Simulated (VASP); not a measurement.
Input for VASP

**KPOINTS**
```
Automatic mesh
0
Gamma
8 8 8
0 0 0
```

### INCAR
```
ALGO = Normal
EDIFF = 1E-6
EDIFFG = -0.02
ENCUT = 500
GGA = PE
IBRION = 2
ISIF = 3
ISMEAR = 1
LASPH = .TRUE.
LCHARG = .FALSE.
LMAXMIX = 4
LREAL = .FALSE.
LWAVE = .FALSE.
NELM = 100
NSW = 40
PREC = Accurate
PSTRESS = 100
SIGMA = 0.1
SYSTEM = Al3Sc
```

File POSCAR:
```
Al3Sc
1
    3.9784962908     0.0000000000     0.0000000000
    0.0000000000     3.9784962908    -0.0000000000
    0.0000000000     0.0000000000     3.9784962908
Sc Al
1 3
Direct
  0.0000000000   0.0000000000   0.0000000000
  0.0000000000   0.5000000000   0.5000000000
  0.5000000000   0.0000000000   0.5000000000
  0.5000000000   0.5000000000   0.0000000000
```

POTCAR, in this order: Sc_sv Al (PBE.64 set). Program: vasp_std.

Task: Translate this PBE calculation to Ansatz.

Result: One equivalent input (not run):
Ansatz 0.2 input:
```yaml
crystal:
  lattice:
    - [3.9784963, 0.0000000, 0.0000000]
    - [0.0000000, 3.9784963, 0.0000000]
    - [0.0000000, 0.0000000, 3.9784963]
  atoms:
    - { symbol: Sc, position: [0.0000000, 0.0000000, 0.0000000] }
    - { symbol: Al, position: [0.0000000, 0.5000000, 0.5000000] }
    - { symbol: Al, position: [0.5000000, 0.0000000, 0.5000000] }
    - { symbol: Al, position: [0.5000000, 0.5000000, 0.0000000] }
kpoints:
  mp_grid: { grid: [8, 8, 8] }
hamiltonian:
  xc: pbe
  pseudopotentials: { kind: paw }
scf:
  occupations: { method: methfessel_paxton, width: 0.1 }
  max_iter: 100
relax:
  max_steps: 40
  f_tol: 0.02
  cell: { p_target: 10 }
output: { forces: true, stress: true, eigenvalues: true }
```
The two are equivalent in intent, not identical: each code has its own PAW files, so the cut-off isn't converted (ENCUT is set for VASP's; basis.ecutwfc is left out, and Ansatz then takes the one that its files recommend); Ansatz stops its SCF on the density residual and VASP on the energy change (EDIFF).

The compound is Al3Sc in the L1_2 structure. It was relaxed first under an external pressure of 10 GPa.
